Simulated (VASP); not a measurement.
```
CELL_PARAMETERS angstrom
      4.63978     0.00000     0.00000
      0.00000     4.63978     0.00000
      0.00000     0.00000     4.63978
ATOMIC_POSITIONS crystal
  Ag 0.75000 0.25000 0.75000
  Ag 0.25000 0.75000 0.75000
  Ag 0.75000 0.75000 0.25000
  Ag 0.25000 0.25000 0.25000
  O  0.00000 0.00000 0.00000
  O  0.50000 0.50000 0.50000
```

Calculation: LDA (Ceperley-Alder, Perdew-Zunger) with spin-orbit coupling, VASP's LDA PAW potentials (set 64) (plane waves; VASP). Settings: 520 eV cut-off, 5×5×5 Γ-centred mesh, Gaussian smearing of 0.050 eV, potentials Ag O.

Q: Give the energies of bands 49 to 62 at the high-symmetry points, in eV from the valence-band maximum.

A: 
```
band      Γ      X      M      R
----  -----  -----  -----  -----
49    -2.65  -1.88  -1.89  -1.83
50    -2.65  -1.88  -1.89  -1.83
51    -0.19  -1.88  -1.89  -0.93
52    -0.19  -1.88  -1.89  -0.93
53    -0.19  -0.65  -1.02  -0.93
54    -0.19  -0.65  -1.02  -0.93
55     0.00  -0.65  -1.02  -0.73
56     0.00  -0.65  -1.02  -0.73
57     0.03   1.99   1.88   2.02
58     0.03   1.99   1.88   2.02
59     1.56   1.99   1.88   2.23
60     1.56   1.99   1.88   2.23
61     1.56   4.47   3.59   2.23
62     1.56   4.47   3.59   2.23
```

The gap is direct, 0.03 eV, from the valence maximum at Γ to the conduction minimum at Γ.

The compound is Ag2O in the cuprite structure. It was relaxed first, which changed the volume by -6 %.
